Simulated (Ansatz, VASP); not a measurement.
Au3Cl2: VASP beside Ansatz

```
Au Cl
1.0
     3.81016    0.00000    0.00000
    -1.90508    3.29969    0.00000
     0.00000    0.00000    9.32446
Au Cl
3 2
Direct
  0.00000 0.00000 0.00000
  0.33333 0.66667 0.82987
  0.66667 0.33333 0.17013
  0.33333 0.66667 0.32544
  0.66667 0.33333 0.67456
```

Alike in both runs: functional PBE; k mesh 6 × 6 × 4; occupations gaussian, width 0.1 eV; no spin polarisation.

Ansatz relaxed the structure, and its values are those at the end. VASP's run is a single point on that final structure, the one shown.

|  | VASP | Ansatz |
| --- | --- | --- |
| version | VASP 6.6.1 | Ansatz 0.2.0 |
| potentials or method | VASP PAW PBE potentials, release 64 (Au, Cl) | scalar-relativistic, plane waves, PAW |
| plane-wave cutoff (eV) | 520 | 420 |
| valence electrons in the cell | 47 | 71 |

VASP gave:

| Item | Value |
| --- | --- |
| gap on the k mesh at the Fermi level (eV) | none |
| pressure (GPa) | -0.2 |
| rms of the force components (eV/Å) | 0.012 |

What did Ansatz give for the same quantities?

gap on the k mesh at the Fermi level (eV): none; pressure (GPa): 0.0; rms of the force components (eV/Å): 0.005.

A gap of «none» marks a metal or a gap that the smearing closes. The functional is the same, so the differences come from potentials, cutoffs and numerics. The two sets of potentials don't hold the same shells in valence.

Caveats: this functional lacks dispersion, which binds the layers, so the pressure and a relaxed spacing across them are unreliable; an odd number of electrons without spin polarisation forces a metal; a magnetic or distorted state may lie lower. The runs have no spin-orbit coupling, so splittings on Au are missing.
